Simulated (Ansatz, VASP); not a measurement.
# In3Sb in two plane-wave programs, part 2 of 2

Aim: how closely do two programs agree when they are given the same cell, functional and k mesh? The cell is generated by rule, not measured, and may not be a known phase. The cell is taken from a series of runs on this material, whose earlier steps may have relaxed, scaled, displaced or heated it; both programs get it as it stands.

VASP 6.6.1 and Ansatz 0.2.0.

So far. Step 2 (Ansatz: single point, PBEsol, pair 1): The run ends at a pressure of 0.46 GPa, with forces up to 0.13 eV/Å. Step 3 (VASP: single point, PBEsol, pair 1): The run ends at a pressure of 0.46 GPa, with forces up to 0.13 eV/Å.

## (5) VASP: single point, PBEsol, pair 2

Level of this step: PBEsol; plane waves and PAW (Sb, In_d); invented cell (VASP).

A single point gives forces, pressure and levels at one fixed geometry, so differences don't come from the geometry; what else differs is listed under the comparison.

Input file INCAR:

```
SYSTEM = In3Sb
PREC = Accurate
ENCUT = 500
EDIFF = 1E-06
NELM = 120
ISMEAR = 1
SIGMA = 0.15
LREAL = .FALSE.
ALGO = Normal
GGA = PS
NBANDS = 54
LORBIT = 11
LWAVE = .FALSE.
LCHARG = .FALSE.
ISIF = 2
LASPH = .TRUE.
GGA_COMPAT = .FALSE.
KPAR = 2
```

Input file POSCAR:

```
In3Sb
1.0
    0.0000000000      3.7366996105      3.7366996105
   -3.7366996105      3.7366996105      0.0000000000
   -3.7366996105     -3.7366996105      7.4733992210
Sb In
2 6
Direct
    0.0347643172      0.9826178414      0.9478535242
    0.9652356828      0.5173821586      0.5521464758
    0.7394489537      0.6302755231      0.8908265694
    0.7605510463      0.1197244769      0.3591734306
    0.2605510463      0.8697244769      0.6091734306
    0.2394489537      0.3802755231      0.1408265694
    0.5000000000      0.2500000000      0.7500000000
    0.5000000000      0.7500000000      0.2500000000
```

Input file KPOINTS:

```
Automatic mesh
0
Gamma
9 9 8
0 0 0
```

The projector-augmented-wave data sets are Sb and In_d (PBE family, release 64).

The run is started by

```console
$ mpirun -np 2 vasp_std
```

Numbers of over 12 decimals in the logs are rounded to 6 here.

The log of the run:

```text
[banner, memory and clock lines left out]
running    2 mpi-ranks, on    1 nodes
[...]
[... a notice as in an earlier step ...]

 LDA part: xc-table for (Slater+PW92), standard interpolation
 [... a notice as in an earlier step ...]

 POSCAR, INCAR and KPOINTS ok, starting setup
[...]
entering main loop
       N       E                     dE             d eps       ncg     rms          rms(c)
DAV:   1     0.902889865687E+03    0.90289E+03   -0.38894E+04 19992   0.200E+03
DAV:   2     0.886454299937E+02   -0.81424E+03   -0.80094E+03 19980   0.524E+02
DAV:   3    -0.205710103121E+02   -0.10922E+03   -0.10673E+03 22112   0.208E+02
DAV:   4    -0.267536071749E+02   -0.61826E+01   -0.61127E+01 23712   0.520E+01
[...]
DAV:  11    -0.266695366311E+02   -0.30307E-05   -0.10189E-04 29470   0.101E-01    0.279E-02
DAV:  12    -0.266695381714E+02   -0.15403E-05   -0.16676E-05 23620   0.365E-02    0.967E-03
DAV:  13    -0.266695379960E+02    0.17544E-06   -0.78141E-07 12798   0.113E-02
   1 F= -.26669538E+02 E0= -.26667893E+02  d E =-.493528E-02
```

From OUTCAR (step 5):

```text
  Total        1.0471046      1.0471046      1.0471046      0.6530804     -0.6530804     -0.6530804
  in kB        8.0385201      8.0385201      8.0385201      5.0136350     -5.0136350     -5.0136350
  external PRESSURE =       8.0385201 kB  Pullay stress =       0.0000000 kB

 POSITION                                       TOTAL-FORCE (eV/Angst)
 -----------------------------------------------------------------------------------
     -7.21359      0.25981      7.21359        -0.245905     -0.245905      0.245905
     -3.99651      3.47689      7.73321         0.245905      0.245905     -0.245905
     -5.68390      1.78950      9.42060        -0.197101     -0.197101      0.197101
     -1.78950      1.94720      5.52620         0.074030      0.074030     -0.074030
     -5.52620      1.94720      5.52620         0.197101      0.197101     -0.197101
     -1.94720      1.78950      1.94720        -0.074030     -0.074030      0.074030
     -3.73670      0.00000      7.47340        -0.000000      0.000000     -0.000000
     -3.73670      3.73670      3.73670        -0.000000      0.000000     -0.000000
 -----------------------------------------------------------------------------------
    total drift:                               -0.000000      0.000000      0.000000

  FREE ENERGIE OF THE ION-ELECTRON SYSTEM (eV)
  ---------------------------------------------------
  free  energy   TOTEN  =       -26.6695379960 eV

  energy  without entropy=      -26.6646027122  energy(sigma->0) =      -26.66789290

[... 2 parts as in an earlier step ...]

[... 1 further part left out ...]
[key lines of the parts left out:]
E-fermi :   7.6991
```

The run ends at a pressure of 0.80 GPa, with forces up to 0.43 eV/Å.

## (6) Ansatz: single point, PBEsol, pair 2

The same cell, functional, mesh and smearing now go to Ansatz, which takes its cutoff from its data sets.

The cell is taken from a series of runs on this material, whose earlier steps may have relaxed, scaled, displaced or heated it; both programs get it as it stands.

Input file input.yaml:

```yaml
crystal:
  lattice:
    - [0.0, 3.7366996105, 3.7366996105]
    - [-3.7366996105, 3.7366996105, 0.0]
    - [-3.7366996105, -3.7366996105, 7.473399221]
  atoms:
    - { symbol: Sb, position: [0.0347643172, -0.0173821586, -0.0521464758] }
    - { symbol: Sb, position: [-0.0347643172, 0.5173821586, 0.5521464758] }
    - { symbol: In, position: [0.7394489538, 0.6302755231, 0.8908265694] }
    - { symbol: In, position: [0.7605510462, 0.1197244769, 0.3591734306] }
    - { symbol: In, position: [0.2605510462, 0.8697244769, 0.6091734306] }
    - { symbol: In, position: [0.2394489538, 0.3802755231, 0.1408265694] }
    - { symbol: In, position: [0.5, 0.25, 0.75] }
    - { symbol: In, position: [0.5, 0.75, 0.25] }
kpoints:
  mp_grid: { grid: [9, 9, 8] }
hamiltonian:
  xc: pbesol
scf:
  occupations: { method: methfessel_paxton, width: 0.15 }
output:
  forces: true
  stress: true
  eigenvalues: true
```

The run is started by

```console
$ ansatz run input.yaml --threads 4 --pin off --max-ram 7168MiB --backend cpu --events-out ev --progress --plain --runs-dir out
```

The log of the run:

```text
[...]
Crystal: 8 atoms, lattice volume = 208.701 Å³
Basis set: ecut = 420 eV, 4121 PW (Γ), exchange–correlation on 72×72×128 points (8 copies of the dense FFT grid, shifted against one another)
Bands: 65, of which v1, the nominal top of the filled ones, is band 54 counted from 1 (53 counted from 0)
Symmetry: 4 space group operations
k-points: 185 of 648
[...]
k-point 0: bands = [... 50 lower, 8.8744, 9.4869, 9.4991, 9.4995, 9.6862, 10.4573, 10.4573, 10.7115, ... 7 higher]
  k-point 1: bands = [... 50 lower, 8.8348, 9.1454, 9.5473, 9.5477, 10.0776, 10.3985, 10.5138, 10.5138, ... 7 higher]
  k-point 2: bands = [... 50 lower, 8.7469, 9.1588, 9.5868, 9.6837, 9.6841, 10.5753, 10.5754, 10.6601, ... 7 higher]
  k-point 184: bands = [... 50 lower, 9.1809, 9.4466, 9.4560, 10.2601, 11.5968, 11.8509, 12.4251, 12.7396, ... 7 higher]
[key lines of the parts left out:]
SCF converged after 7 iterations
Free energy (F): -45968.259324 eV
Fermi energy:    10.565149 eV
P = ⅓ Tr σ = 0.7956 GPa (7.956 kbar)
```

The run ends at a pressure of 0.80 GPa, with forces up to 0.41 eV/Å.

## (7) Side by side

What differs besides the data sets and the points named for the pairs above, as far as they apply: the data sets hold 108 valence electrons in Ansatz (on its default PAW (the set named soft_2) files) and 88 in VASP. Total energies have different zeros and are not compared.

The two programs side by side:

```csv
quantity,Ansatz,VASP,difference
pressure (GPa),0.80,0.80,-0.01
```

Forces (eV/Å; atoms numbered as in POSCAR):

```csv
atom,"Ansatz x, y, z","VASP x, y, z"
Sb1,"-0.238, -0.238, 0.241","-0.246, -0.246, 0.246"
Sb2,"0.238, 0.238, -0.241","0.246, 0.246, -0.246"
In3,"-0.190, -0.190, 0.196","-0.197, -0.197, 0.197"
In4,"0.074, 0.074, -0.073","0.074, 0.074, -0.074"
In5,"0.190, 0.190, -0.196","0.197, 0.197, -0.197"
In6,"-0.074, -0.074, 0.073","-0.074, -0.074, 0.074"
In7,"0.000, 0.000, 0.000","0.000, 0.000, 0.000"
In8,"0.000, 0.000, 0.000","0.000, 0.000, 0.000"
```

The forces differ by 4.4 meV/Å r.m.s., which is 2.7 % of the r.m.s. force of 0.162 eV/Å (both taken over all components).

## (8) Ansatz: single point, PBEsol, pair 3

A single point gives forces, pressure and levels at one fixed geometry, so differences don't come from the geometry; what else differs is listed under the comparison.

The cell is taken from a series of runs on this material, whose earlier steps may have relaxed, scaled, displaced or heated it; both programs get it as it stands.

input.yaml, the sections that differ from step 6:

```yaml
crystal:
  lattice:
    - [0.0, 3.7366996105, 3.7366996105]
    - [-3.7366996105, 3.7366996105, 0.0]
    - [-3.7366996105, -3.7366996105, 7.473399221]
  atoms:
    - { symbol: Sb, position: [0.0463524229, -0.0231762115, -0.0695286344] }
    - { symbol: Sb, position: [-0.0463524229, 0.5231762115, 0.5695286344] }
    - { symbol: In, position: [0.7359319383, 0.6320340308, 0.8961020925] }
    - { symbol: In, position: [0.7640680617, 0.1179659692, 0.3538979075] }
    - { symbol: In, position: [0.2640680617, 0.8679659692, 0.6038979075] }
    - { symbol: In, position: [0.2359319383, 0.3820340308, 0.1461020925] }
    - { symbol: In, position: [0.5, 0.25, 0.75] }
    - { symbol: In, position: [0.5, 0.75, 0.25] }
# kpoints, hamiltonian, scf, output: as in step 6
```

The log of the run:

```text
[...]
Crystal: 8 atoms, lattice volume = 208.701 Å³
Basis set: ecut = 420 eV, 4121 PW (Γ), exchange–correlation on 72×72×128 points (8 copies of the dense FFT grid, shifted against one another)
Bands: 65, of which v1, the nominal top of the filled ones, is band 54 counted from 1 (53 counted from 0)
Symmetry: 4 space group operations
k-points: 185 of 648
[...]
k-point 0: bands = [... 50 lower, 8.8448, 9.4030, 9.5053, 9.5057, 9.8799, 10.5232, 10.5234, 10.6825, ... 7 higher]
  k-point 1: bands = [... 50 lower, 8.8139, 9.1986, 9.5531, 9.5535, 10.0941, 10.3927, 10.5742, 10.5744, ... 7 higher]
  k-point 2: bands = [... 50 lower, 8.7442, 9.2346, 9.5532, 9.6897, 9.6901, 10.6247, 10.6247, 10.6893, ... 7 higher]
  k-point 184: bands = [... 50 lower, 9.1782, 9.3472, 9.3752, 10.4554, 11.5260, 11.7984, 12.2930, 12.8337, ... 7 higher]
[key lines of the parts left out:]
SCF converged after 7 iterations
Free energy (F): -45968.124106 eV
Fermi energy:    10.524117 eV
P = ⅓ Tr σ = 1.4394 GPa (14.394 kbar)
```

The run ends at a pressure of 1.44 GPa, with forces up to 0.92 eV/Å.

## (9) VASP: single point, PBEsol, pair 3

The same cell, functional, mesh and smearing now go to VASP, with its own data sets.

INCAR is that of step 5.

Input file POSCAR:

```
In3Sb
1.0
    0.0000000000      3.7366996105      3.7366996105
   -3.7366996105      3.7366996105      0.0000000000
   -3.7366996105     -3.7366996105      7.4733992210
Sb In
2 6
Direct
    0.0463524228      0.9768237885      0.9304713657
    0.9536475770      0.5231762115      0.5695286345
    0.7359319382      0.6320340308      0.8961020926
    0.7640680616      0.1179659692      0.3538979076
    0.2640680616      0.8679659692      0.6038979076
    0.2359319382      0.3820340308      0.1461020926
    0.4999999999      0.2500000000      0.7500000001
    0.4999999999      0.7500000000      0.2500000001
```

KPOINTS is that of step 5.

The run is started by

```console
$ mpirun -np 2 vasp_std
```

The log of the run:

```text
[... set-up lines as in an earlier step ...]
 entering main loop
       N       E                     dE             d eps       ncg     rms          rms(c)
DAV:   1     0.904066214099E+03    0.90407E+03   -0.38805E+04 19992   0.200E+03
DAV:   2     0.892679719031E+02   -0.81480E+03   -0.80149E+03 19986   0.525E+02
DAV:   3    -0.204576480078E+02   -0.10973E+03   -0.10726E+03 22176   0.209E+02
DAV:   4    -0.266574169222E+02   -0.61998E+01   -0.61288E+01 23728   0.524E+01
[...]
DAV:  11    -0.265311256934E+02   -0.23463E-05   -0.12758E-04 30656   0.123E-01    0.361E-02
DAV:  12    -0.265311276279E+02   -0.19345E-05   -0.24752E-05 24896   0.391E-02    0.115E-02
DAV:  13    -0.265311274988E+02    0.12916E-06   -0.16559E-06 12862   0.202E-02
   1 F= -.26531127E+02 E0= -.26531184E+02  d E =0.168147E-03
```

OUTCAR, selected parts (step 9):

```text
  Total        1.9021694      1.9021694      1.9021694      0.7467836     -0.7467836     -0.7467836
  in kB       14.6027694     14.6027694     14.6027694      5.7329849     -5.7329849     -5.7329849
  external PRESSURE =      14.6027694 kB  Pullay stress =       0.0000000 kB

 POSITION                                       TOTAL-FORCE (eV/Angst)
 -----------------------------------------------------------------------------------
     -7.12699      0.34641      7.12699        -0.538508     -0.538508      0.538508
     -4.08311      3.39029      7.81981         0.538508      0.538508     -0.538508
     -5.71019      1.76321      9.44689        -0.427452     -0.427452      0.427452
     -1.76321      1.97349      5.49991         0.079814      0.079814     -0.079814
     -5.49991      1.97349      5.49991         0.427452      0.427452     -0.427452
     -1.97349      1.76321      1.97349        -0.079814     -0.079814      0.079814
     -3.73670     -0.00000      7.47340         0.000000      0.000000      0.000000
     -3.73670      3.73670      3.73670         0.000000      0.000000      0.000000
 -----------------------------------------------------------------------------------
    total drift:                               -0.000000      0.000000      0.000000

  FREE ENERGIE OF THE ION-ELECTRON SYSTEM (eV)
  ---------------------------------------------------
  free  energy   TOTEN  =       -26.5311274988 eV

  energy  without entropy=      -26.5312956458  energy(sigma->0) =      -26.53118355

[... 2 parts as in an earlier step ...]

[... 1 further part left out ...]
[key lines of the parts left out:]
E-fermi :   7.6595
```

The run ends at a pressure of 1.46 GPa, with forces up to 0.93 eV/Å.

## (10) Differences

What differs besides the data sets and the points named for the pairs above, as far as they apply: the data sets hold 108 valence electrons in Ansatz (on its default PAW (the set named soft_2) files) and 88 in VASP. Total energies have different zeros and are not compared.

The two programs side by side:

```csv
quantity,Ansatz,VASP,difference
pressure (GPa),1.44,1.46,-0.02
```

Forces (eV/Å; atoms numbered as in POSCAR):

```csv
atom,"Ansatz x, y, z","VASP x, y, z"
Sb1,"-0.530, -0.530, 0.531","-0.539, -0.539, 0.539"
Sb2,"0.530, 0.530, -0.531","0.539, 0.539, -0.539"
In3,"-0.417, -0.417, 0.423","-0.427, -0.427, 0.427"
In4,"0.081, 0.081, -0.077","0.080, 0.080, -0.080"
In5,"0.417, 0.417, -0.423","0.427, 0.427, -0.427"
In6,"-0.081, -0.081, 0.077","-0.080, -0.080, 0.080"
In7,"0.000, 0.000, 0.000","0.000, 0.000, 0.000"
In8,"0.000, 0.000, 0.000","0.000, 0.000, 0.000"
```

The forces differ by 6.0 meV/Å r.m.s., which is 1.7 % of the r.m.s. force of 0.346 eV/Å (both taken over all components).

## (11) Summary of results

```yaml
r_m_s_force_difference_single_point_pbesol_pair_1: 3.5 meV/Å
r_m_s_force_difference_single_point_pbesol_pair_2: 4.4 meV/Å
r_m_s_force_difference_single_point_pbesol_pair_3: 1.7 % of the r.m.s. force
```

The r.m.s. force difference is 1.7 % of the r.m.s. force (single point, PBEsol, pair 3), within the 3 % picked in this series as the mark of a large difference. The data sets hold unlike numbers of valence electrons (108 in Ansatz and 88 in VASP), so part of the differences comes from the potentials. Such differences can come from data sets, numerical settings and the points named under the comparisons, not from the functional's error against experiment.

[Lines on the potential files, build, host, timing and source positions are cut from VASP's logs without a mark.]

[Logs are printed without paths, hosts, clocks, repeated set-up lines and the standing remarks that a program may print on its own settings, such as how far it seeks lower states.]

[Hosts, paths, dates, database ids (printed as entryN), source tags and the programs' standing remarks are cut or masked in the printed files.]
